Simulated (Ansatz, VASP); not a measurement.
# Cross-check of K (K(111)) between VASP and Ansatz

Wanted: the spread between two codes on one cell, functional and k mesh. Other levels of theory on this material are compared in a session of their own.

Calculated with Ansatz 0.2.0; plane waves, with VASP 6.6.1 beside it; single point at PBE.

## (1) Starting point

The cell holds 11 atoms: 11 K. Its edges and angles: a = 7.396 Å, b = 7.396 Å, c = 33.098 Å, α = 90.0°, β = 90.0°, γ = 60.0°. Vacuum lies along c.

## (2) Ansatz: single point, PBE

Ansatz runs on its default PAW (the set named soft_2) files.

A single point gives forces, pressure and levels at one fixed geometry, so differences don't come from the geometry; what else differs is listed under the comparison.

Input file input.yaml:

```yaml
crystal:
  lattice:
    - [7.3963369312, 0.0, 0.0]
    - [3.6981684656, 6.4054156774, 0.0]
    - [0.0, 0.0, 33.0977095393]
  atoms:
    - { symbol: K, position: [0.6666666667, 0.6666666667, 0.2719221398] }
    - { symbol: K, position: [0.0, 0.0, 0.3175377118] }
    - { symbol: K, position: [0.3333333333, 0.3333333333, 0.3631532839] }
    - { symbol: K, position: [0.6666666667, 0.6666666667, 0.4087688559] }
    - { symbol: K, position: [0.0, 0.0, 0.454384428] }
    - { symbol: K, position: [0.3333333333, 0.3333333333, 0.5] }
    - { symbol: K, position: [0.6666666667, 0.6666666667, 0.545615572] }
    - { symbol: K, position: [0.0, 0.0, 0.5912311441] }
    - { symbol: K, position: [0.3333333333, 0.3333333333, 0.6368467161] }
    - { symbol: K, position: [0.6666666667, 0.6666666667, 0.6824622882] }
    - { symbol: K, position: [0.0, 0.0, 0.7280778602] }
hamiltonian:
  xc: pbe
  pseudopotentials: { kind: paw }
kpoints:
  mp_grid: { grid: [6, 6, 1] }
scf:
  occupations: { method: methfessel_paxton, width: 0.1 }
  n_extra_bands: 6
efield:
  axis: 3
  dipole_correction: true
  ramp_width: 0.04
output:
  forces: true
  eigenvalues: true
```

Started as:

```
> ansatz run input.yaml --threads 4 --pin off --max-ram 9216MiB --backend cpu --events-out ev --progress --plain --runs-dir out
```

Numbers of over 12 decimals in the logs are rounded to 6 here.

Log:

```text
scf.n_extra_bands = 6 over 50 filled bands (N_el = 99.0): the run solves 56 bands
Engine: ansatz 0.2.0, aarch64-unknown-linux-gnu
Pseudopotentials: kind: paw
Pseudopotential: K, paw, valence charge 9, recommended cutoff 420 eV (normal), K.paw.azcp
Functional definition: PBE
  parameter kappa = 0.804
  parameter beta = 0.066725
  exchange = pbe_x(kappa = kappa, mu = beta*pi^2/3)
  correlation = pbe_c(beta = beta)
Crystal: 11 atoms, lattice volume = 1568.057 Å³
Basis set: ecut = 420 eV, 30747 PW (Γ), exchange–correlation on 100×100×450 points (8 copies of the dense FFT grid, shifted against one another)
Bands: 56, of which v1, the nominal top of the filled ones, is band 50 counted from 1 (49 counted from 0)
Symmetry: 6 space group operations
k-points: 7 of 36 (time reversal used)
Non-local potential: K, projectors of the file, l = 0: 3, l = 1: 2, l = 2: 2
PAW form: soft (Blöchl's): semilocal exchange-correlation on the pseudo side does not see the compensation charge
PAW one-centre angular grid: K, 110 points (default); XC on 64 Gauss nodes
Initial density: superposition of atomic densities (neutral atoms: chi_scale 0, normalization atom), corrected by the library's trained network
Initial wavefunctions: pseudopotential atomic-orbital guess
Functional: x = pbe(κ = 0.804, μ = 0.219515), c = pbe(β = 0.066725)
SCF iter   1: F=—  HF=-16914.850917 eV  |F-HF|=—  |Δ(HF+E_count)|=         —  Δρ=9.45e-4  dr2=9.25e-1  ethr=1.77e-3  p=0.000 e·Å  D=2.19e-14 V/Å  ΔV_dip=-0.00 eV  dr2_dipole=3.02e-7  V_vac-E_F(+/−)=1.90/1.90 eV  ⟨swp⟩=10.1  Hψ=1682  notcnv=0
efield: sawtooth ramp at fractional position 0.9800 (placed from the atoms, in the widest stretch of the axis that holds none; the zero of the levels goes with the place), width 0.0400; the density the first Hamiltonian is built on has a dipole p = 0.000 e·Å; the dipole correction subtracts the counter field D = 2.19e-14 V/Å, which shifts the + side's vacuum level by -0.00 eV against the − side's; the planar-averaged density in the ramp window peaks in size at 4.3e-7 e/Å³
preconditioner: auto → LDOS  [insulator: Δε(μ)=0.071 eV  Ē_g=1.393 eV  σ=0.100 eV  W_gap=0.52  n_scr=126 (ndim 8)  ℏωp=3.1 eV  f_vac=0.450  D(μ)=12.22/eV (n_scr^D=54)  ε∞_Penn≈6.0  β→1.0]
SCF iter   2: F=—  HF=-16914.808693 eV  |F-HF|=—  |Δ(HF+E_count)|=   4.22e-2  S|Δr|=    0.00e0  Δρ=5.46e-4  dr2=8.76e-2  ethr=9.34e-4  p=-0.000 e·Å  D=-1.65e-6 V/Å  ΔV_dip=0.00 eV  dr2_dipole=4.24e-7  V_vac-E_F(+/−)=2.02/2.02 eV  ⟨swp⟩=2.1  Hψ=488  notcnv=0  defer=1
SCF iter   3: F=—  HF=-16914.806443 eV  |F-HF|=—  |Δ(HF+E_count)|=   2.25e-3  S|Δr|=    0.00e0  Δρ=7.05e-4  dr2=1.14e-2  ethr=8.85e-5  p=0.000 e·Å  D=3.54e-6 V/Å  ΔV_dip=-0.00 eV  dr2_dipole=2.74e-7  V_vac-E_F(+/−)=2.07/2.07 eV  ⟨swp⟩=2.0  Hψ=541  notcnv=0
SCF iter   4: F=—  HF=-16914.803645 eV  |F-HF|=—  |Δ(HF+E_count)|=   2.80e-3  S|Δr|=    0.00e0  Δρ=4.34e-5  dr2=2.58e-4  ethr=1.16e-5  p=0.000 e·Å  D=1.99e-6 V/Å  ΔV_dip=-0.00 eV  dr2_dipole=2.44e-8  V_vac-E_F(+/−)=2.09/2.09 eV  ⟨swp⟩=2.0  Hψ=632  notcnv=0
SCF iter   5: F=—  HF=-16914.803661 eV  |F-HF|=—  |Δ(HF+E_count)|=   1.65e-5  S|Δr|=    0.00e0  Δρ=2.48e-5  dr2=3.62e-5  ethr=2.61e-7  p=-0.000 e·Å  D=-3.26e-8 V/Å  ΔV_dip=0.00 eV  dr2_dipole=1.43e-9  V_vac-E_F(+/−)=2.11/2.11 eV  ⟨swp⟩=2.9  Hψ=641  notcnv=0
SCF iter   6: F=—  HF=-16914.803347 eV  |F-HF|=—  |Δ(HF+E_count)|=   3.14e-4  S|Δr|=    0.00e0  Δρ=1.54e-5  dr2=5.37e-6  ethr=3.65e-8  p=-0.000 e·Å  D=-4.14e-7 V/Å  ΔV_dip=0.00 eV  dr2_dipole=7.46e-11  V_vac-E_F(+/−)=2.11/2.11 eV  ⟨swp⟩=2.1  Hψ=628  notcnv=0  defer=1
SCF iter   7: F=—  HF=-16914.803347 eV  |F-HF|=—  |Δ(HF+E_count)|=   5.10e-7  S|Δr|=    0.00e0  Δρ=3.03e-6  dr2=4.65e-7  ethr=5.42e-9  p=-0.000 e·Å  D=-2.25e-7 V/Å  ΔV_dip=0.00 eV  dr2_dipole=2.78e-13  V_vac-E_F(+/−)=2.11/2.11 eV  ⟨swp⟩=2.0  Hψ=691  notcnv=0  defer=1
SCF iter   8: F=-16914.803347 eV  HF=-16914.803347 eV  |F-HF|=1.56e-8  |Δ(HF+E_count)|=   1.35e-7  S|Δr|=    0.00e0  Δρ=1.54e-6  dr2=6.82e-8  ethr=1.01e-10  p=-0.000 e·Å  D=-1.64e-7 V/Å  ΔV_dip=0.00 eV  dr2_dipole=1.83e-11  V_vac-E_F(+/−)=2.11/2.11 eV  ⟨swp⟩=17.7  Hψ=2228  notcnv=0
SCF 1 converged in 8 iterations: F = -16914.803347 eV  dr2 = 6.82e-8
  greatest PAW one-centre occupation: 0.988 electrons in one spin orbital (limit 2), on the K atom at site 9 (counted from 0), in its partial waves of l = 0
SCF converged after 8 iterations
Stability not checked: this state was not tested for a lower state beside it, because cold or Methfessel-Paxton smearing, or corrected tetrahedra, fill the levels in a way that the test cannot read (fill_not_monotonic; see scf.lower_state_search)
Free energy (F): -16914.803347 eV
Harris-Foulkes:  -16914.803347 eV  (|F-HF|=1.56e-8)
Internal energy: -16914.809523 eV  (E = F + TS)
E sigma→0 (E₀):  -16914.804891 eV
Entropy (-TS):   0.006176 eV (0.561 meV/atom)
Fermi energy:    -0.049206 eV
Dipole field:    D = 0.000002 V/Å  (p = 0.000016 e·Å, saw-weighted, corrected)
Work function:   Φ+ = 2.1110 eV   Φ− = 2.1111 eV
Levels:          The Fermi level and band energies are counted from a zero that moves with the ramp; work functions are not
--- Per-component energies (eV) ---
  E_band       = -1763.885364
  E_kinetic    = 2773.468069
  E_local      = -34058.401645  (includes V_loc(G=0)·N_el)
  E_nonlocal   = 142.548526
  E_hartree    = 15744.392801
  E_xc         = -1470.546804
  E_vxc        = -1792.388219  (∫ρ·V_xc dr)
  E_paw        = -8600.360360  (= ΣΔE_a)
  E_vpaw       = -317.913485  (= ΣTr[D̂ρ^β])
  E_aug_tail   = -0.000037  (compensation charges beyond the density's cutoff)
  E_efield     = 0.000000  (sawtooth field / dipole correction)
  E_vefield    = 0.000000  (∫n·V_field dr)
  E_ewald      = 8554.089928
  E_smearing   = 0.006176  (= −TS)
  E_closure    = 0.000000  (closes the sum)
  Σ components = -16914.803347   (vs F -16914.803347, Δ=0.00e0)
--- Forces (eV/Å), atoms counted from 1 ---
  atom   1  K      0.00000000    -0.00000000     0.03323469
  atom   2  K      0.00000000    -0.00000000     0.02347669
  atom   3  K     -0.00000000     0.00000000    -0.05301893
  atom   4  K      0.00000000     0.00000000    -0.01105999
  atom   5  K      0.00000000     0.00000000    -0.00575648
  atom   6  K     -0.00000000     0.00000000    -0.00000001
  atom   7  K      0.00000000    -0.00000000     0.00575650
  atom   8  K      0.00000000    -0.00000000     0.01106028
  atom   9  K      0.00000000    -0.00000000     0.05301866
  atom  10  K     -0.00000000     0.00000000    -0.02347673
  atom  11  K     -0.00000000     0.00000000    -0.03323477
  max |Σ_I F_I| component: 7.47e-8 eV/Å
--- Band table (eV; the first three rows and the last of 7) ---
  k-point 0: bands = [... 46 lower, -1.3338, -0.6823, 0.0114, 0.6728, 1.1557, 1.1557, 1.1816, 1.1816, ... 2 higher]
  k-point 1: bands = [... 46 lower, -1.2254, -0.5820, 0.1022, 0.3998, 0.6500, 0.7578, 0.8851, 0.9021, ... 2 higher]
  k-point 2: bands = [... 46 lower, -0.9076, -0.4449, -0.2974, -0.1452, 0.2608, 0.3979, 0.5905, 0.7198, ... 2 higher]
  k-point 6: bands = [... 46 lower, -0.8333, -0.5943, -0.5943, -0.4861, -0.1397, -0.1397, 0.0206, 0.4338, ... 2 higher]
```

Run time: 15 s. Hardware: 4 threads of Arm Neoverse V1, shared host; peak memory 2.1 GiB.

The column dr2 measures how far the density is from self-consistency, as an energy; F and HF (Harris–Foulkes) agree once it is small.

## (3) VASP: single point, PBE

The same cell, functional, mesh and smearing now go to VASP, with its own data sets and cutoff.

Lines of VASP's logs that name or quote its potential files are left out, and so is its time.

Input file INCAR:

```
SYSTEM = K
PREC = Normal
ENCUT = 350
EDIFF = 1E-06
NELM = 120
ISMEAR = 1
SIGMA = 0.1
LREAL = .FALSE.
ALGO = Normal
GGA = PE
NBANDS = 49
LORBIT = 11
LWAVE = .FALSE.
LCHARG = .FALSE.
KPAR = 4
IDIPOL = 3
LDIPOL = .TRUE.
DIPOL = 0.5 0.5 0.5
LVHAR = .TRUE.
LVACPOTAV = .TRUE.
```

Input file POSCAR:

```
K
1.0
    7.3963369312      0.0000000000      0.0000000000
    3.6981684656      6.4054156774      0.0000000000
    0.0000000000      0.0000000000     33.0977095393
K
11
Direct
    0.6666666667      0.6666666667      0.2719221398
    0.0000000000      0.0000000000      0.3175377118
    0.3333333333      0.3333333333      0.3631532839
    0.6666666667      0.6666666667      0.4087688559
    0.0000000000      0.0000000000      0.4543844280
    0.3333333333      0.3333333333      0.5000000000
    0.6666666667      0.6666666667      0.5456155720
    0.0000000000      0.0000000000      0.5912311441
    0.3333333333      0.3333333333      0.6368467161
    0.6666666667      0.6666666667      0.6824622882
    0.0000000000      0.0000000000      0.7280778602
```

Input file KPOINTS:

```
Automatic mesh
0
Gamma
6 6 1
0 0 0
```

PAW data sets: K_pv (PBE family, release 64).

Started as:

```
> mpirun -np 4 vasp_std
```

Log:

```text
[banner, memory and clock lines left out]
running    4 mpi-ranks, on    1 nodes
 distrk:  each k-point on    1 cores,    4 groups
 distr:  one band on    1 cores,    1 groups

 POSCAR found type information on POSCAR K
 POSCAR found :  1 types and      11 ions
 LDA part: xc-table for (Slater+PW92), standard interpolation
 POSCAR, INCAR and KPOINTS ok, starting setup
 FFT: planning ... GRIDC
 FFT: planning ... GRID_SOFT
 FFT: planning ... GRID
 WAVECAR not read
 entering main loop
       N       E                     dE             d eps       ncg     rms          rms(c)
DAV:   1     0.152893614384E+03    0.15289E+03   -0.26350E+04  1022   0.798E+02
DAV:   2    -0.478673333442E+01   -0.15768E+03   -0.15234E+03   757   0.160E+02
DAV:   3    -0.107159468485E+02   -0.59292E+01   -0.56198E+01   804   0.256E+01
DAV:   4    -0.109830079606E+02   -0.26706E+00   -0.26612E+00   860   0.469E+00
DAV:   5    -0.109908703598E+02   -0.78624E-02   -0.78604E-02   852   0.807E-01    0.499E+00
DAV:   6    -0.106003892256E+02    0.39048E+00   -0.12362E+00   807   0.456E+00    0.248E+00
DAV:   7    -0.105345299223E+02    0.65859E-01   -0.34772E-01   817   0.128E+00    0.162E+00
DAV:   8    -0.104842892001E+02    0.50241E-01   -0.11092E-01   763   0.757E-01    0.257E-01
DAV:   9    -0.104845562903E+02   -0.26709E-03   -0.18506E-02   796   0.289E-01    0.172E-01
DAV:  10    -0.104838078496E+02    0.74844E-03   -0.51902E-03   786   0.198E-01    0.637E-02
DAV:  11    -0.104843254248E+02   -0.51758E-03   -0.11698E-03   780   0.769E-02    0.443E-02
DAV:  12    -0.104852284869E+02   -0.90306E-03   -0.87014E-04   736   0.651E-02    0.251E-02
DAV:  13    -0.104857512937E+02   -0.52281E-03   -0.31162E-04   756   0.366E-02    0.161E-02
DAV:  14    -0.104860557350E+02   -0.30444E-03   -0.97721E-05   736   0.239E-02    0.920E-03
DAV:  15    -0.104861991049E+02   -0.14337E-03   -0.43787E-05   596   0.125E-02    0.372E-03
DAV:  16    -0.104862626461E+02   -0.63541E-04   -0.17485E-05   496   0.702E-03    0.250E-03
DAV:  17    -0.104862880651E+02   -0.25419E-04   -0.11902E-05   489   0.540E-03    0.108E-03
DAV:  18    -0.104862972055E+02   -0.91404E-05   -0.20231E-06   523   0.246E-03    0.634E-04
DAV:  19    -0.104863022105E+02   -0.50050E-05   -0.85555E-07   504   0.162E-03    0.352E-04
DAV:  20    -0.104863078637E+02   -0.56532E-05   -0.16430E-07   484   0.782E-04    0.265E-04
DAV:  21    -0.104863162094E+02   -0.83457E-05   -0.35749E-07   494   0.773E-04    0.175E-04
DAV:  22    -0.104863176385E+02   -0.14291E-05   -0.23853E-08   489   0.301E-04    0.120E-04
DAV:  23    -0.104863187017E+02   -0.10632E-05   -0.38198E-08   468   0.297E-04    0.502E-05
DAV:  24    -0.104863187888E+02   -0.87136E-07   -0.27206E-09   422   0.139E-04
|                                                                             |
|           W    W    AA    RRRRR   N    N  II  N    N   GGGG   !!!           |
|           W    W   A  A   R    R  NN   N  II  NN   N  G    G  !!!           |
|           W    W  A    A  R    R  N N  N  II  N N  N  G       !!!           |
|           W WW W  AAAAAA  RRRRR   N  N N  II  N  N N  G  GGG   !            |
|           WW  WW  A    A  R   R   N   NN  II  N   NN  G    G                |
|           W    W  A    A  R    R  N    N  II  N    N   GGGG   !!!           |
|                                                                             |
|     Did not find any points to average over, which means that no vacuum     |
|     field-free region was found. Please increase the size of  your cell     |
|     in the dimension of the dipole correction to obtain accurate            |
|     workfunction values.                                                    |
|                                                                             |

   1 F= -.10486319E+02 E0= -.10488380E+02  d E =0.618224E-02
```

(Continued in part 2 of 2.)

[Lines on the potential files, build, host, timing and source positions are cut from VASP's logs without a mark.]

[Logs are printed without paths, hosts, clocks, repeated set-up lines and the standing remarks that a program may print on its own settings, such as how far it seeks lower states.]

[Hosts, paths, dates, database ids (printed as entryN), source tags and the programs' standing remarks are cut or masked in the printed files.]
